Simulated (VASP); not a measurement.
Here is the system:

```yaml
crystal:
  lattice:
    - [4.64098, -8.03841, 0.00000]
    - [4.64098, 8.03841, 0.00000]
    - [0.00000, 0.00000, 10.12768]
  atoms:
    - { symbol: Si, position: [0.99989, 0.99971, 0.00090] }
    - { symbol: Si, position: [0.99667, 0.99871, 0.49822] }
    - { symbol: Si, position: [0.22119, 0.10924, 0.75329] }
    - { symbol: Si, position: [0.10862, 0.22088, 0.25036] }
    - { symbol: Si, position: [0.99986, 0.33348, 0.00085] }
    - { symbol: Si, position: [0.99657, 0.33093, 0.49833] }
    - { symbol: Si, position: [0.22122, 0.44513, 0.75324] }
    - { symbol: Si, position: [0.11096, 0.55569, 0.25008] }
    - { symbol: Si, position: [0.99991, 0.66662, 0.00020] }
    - { symbol: Si, position: [0.99986, 0.66641, 0.49953] }
    - { symbol: Si, position: [0.22184, 0.77748, 0.75081] }
    - { symbol: Si, position: [0.11088, 0.88828, 0.25008] }
    - { symbol: Si, position: [0.33304, 0.99965, 0.00081] }
    - { symbol: Si, position: [0.33532, 0.99866, 0.49817] }
    - { symbol: Si, position: [0.55531, 0.11069, 0.75090] }
    - { symbol: Si, position: [0.44565, 0.22097, 0.25032] }
    - { symbol: Si, position: [0.33333, 0.33333, 0.00109] }
    - { symbol: Si, position: [0.55702, 0.44501, 0.75321] }
    - { symbol: Si, position: [0.44561, 0.55780, 0.25044] }
    - { symbol: Si, position: [0.33315, 0.66668, 0.00077] }
    - { symbol: Si, position: [0.33533, 0.66955, 0.49820] }
    - { symbol: Si, position: [0.55547, 0.77774, 0.75086] }
    - { symbol: Si, position: [0.44500, 0.88907, 0.24934] }
    - { symbol: Si, position: [0.66659, 0.99981, 0.99984] }
    - { symbol: Si, position: [0.66651, 0.99969, 0.49965] }
    - { symbol: Si, position: [0.88860, 0.11091, 0.75091] }
    - { symbol: Si, position: [0.77748, 0.22148, 0.24946] }
    - { symbol: Si, position: [0.66680, 0.33326, 0.00077] }
    - { symbol: Si, position: [0.66757, 0.33078, 0.49832] }
    - { symbol: Si, position: [0.88877, 0.44438, 0.75087] }
    - { symbol: Si, position: [0.77825, 0.55549, 0.25015] }
    - { symbol: Si, position: [0.66681, 0.66652, 0.00084] }
    - { symbol: Si, position: [0.66768, 0.66967, 0.49823] }
    - { symbol: Si, position: [0.88878, 0.77764, 0.75089] }
    - { symbol: Si, position: [0.77749, 0.88883, 0.24944] }
    - { symbol: C, position: [0.99982, 0.00005, 0.81283] }
    - { symbol: C, position: [0.99950, 0.99940, 0.31194] }
    - { symbol: C, position: [0.21817, 0.10288, 0.56188] }
    - { symbol: C, position: [0.11070, 0.22201, 0.06184] }
    - { symbol: C, position: [0.99988, 0.33306, 0.81274] }
    - { symbol: C, position: [0.99949, 0.33314, 0.31198] }
    - { symbol: C, position: [0.21813, 0.44810, 0.56184] }
    - { symbol: C, position: [0.11102, 0.55559, 0.06137] }
    - { symbol: C, position: [0.99975, 0.66650, 0.81242] }
    - { symbol: C, position: [0.00010, 0.66656, 0.31270] }
    - { symbol: C, position: [0.22226, 0.77754, 0.56155] }
    - { symbol: C, position: [0.11095, 0.88870, 0.06141] }
    - { symbol: C, position: [0.33318, 0.99991, 0.81276] }
    - { symbol: C, position: [0.33338, 0.99951, 0.31182] }
    - { symbol: C, position: [0.55542, 0.11064, 0.56161] }
    - { symbol: C, position: [0.44456, 0.22199, 0.06186] }
    - { symbol: C, position: [0.33307, 0.33309, 0.81152] }
    - { symbol: C, position: [0.33326, 0.33315, 0.31406] }
    - { symbol: C, position: [0.56332, 0.44812, 0.56179] }
    - { symbol: C, position: [0.44458, 0.55580, 0.06199] }
    - { symbol: C, position: [0.33328, 0.66646, 0.81270] }
    - { symbol: C, position: [0.33337, 0.66711, 0.31190] }
    - { symbol: C, position: [0.55543, 0.77759, 0.56153] }
    - { symbol: C, position: [0.44457, 0.88893, 0.06089] }
    - { symbol: C, position: [0.66651, 0.99978, 0.81268] }
    - { symbol: C, position: [0.66666, 0.99972, 0.31225] }
    - { symbol: C, position: [0.88861, 0.11082, 0.56159] }
    - { symbol: C, position: [0.77765, 0.22186, 0.06099] }
    - { symbol: C, position: [0.66626, 0.33292, 0.81265] }
    - { symbol: C, position: [0.66703, 0.33305, 0.31199] }
    - { symbol: C, position: [0.88862, 0.44400, 0.56168] }
    - { symbol: C, position: [0.77779, 0.55535, 0.06142] }
    - { symbol: C, position: [0.66639, 0.66650, 0.81273] }
    - { symbol: C, position: [0.66714, 0.66683, 0.31197] }
    - { symbol: C, position: [0.88865, 0.77769, 0.56163] }
    - { symbol: C, position: [0.77761, 0.88874, 0.06100] }
    - { symbol: V, position: [0.33323, 0.33305, 0.50718], spin: 3.0 }
```
Cell charge +1.

Computed with HSE06 screened hybrid, VASP's PBE PAW potentials (set 64) (plane waves; VASP 6.6.1). Run with PREC = Normal, LREAL = Auto, ISYM = 0, NELECT = 296.0, EDIFF = 1E-5, 400 eV cut-off, 1×1×1 Γ-centred mesh, Gaussian smearing of 0.050 eV, potentials Si C V_sv.

The cell is charged, with a uniform compensating background. The supercell is sampled at Γ alone, which is coarse: total energies, pressure and levels can be off, energies of defects by several tenths of an eV.

Task: Estimate the cell moment, energy per atom (σ→0).

Result: 
| Quantity | Value |
|---|---|
| cell moment | 0.00 μB |
| energy per atom (σ→0) | -8.799 eV/atom |

The absolute energy has meaning only against runs of the same code, potentials and settings.

The cell is a supercell with a defect, built from SiC (4h): V_Si, charge +1. The cell's shape comes from a PBE relaxation.
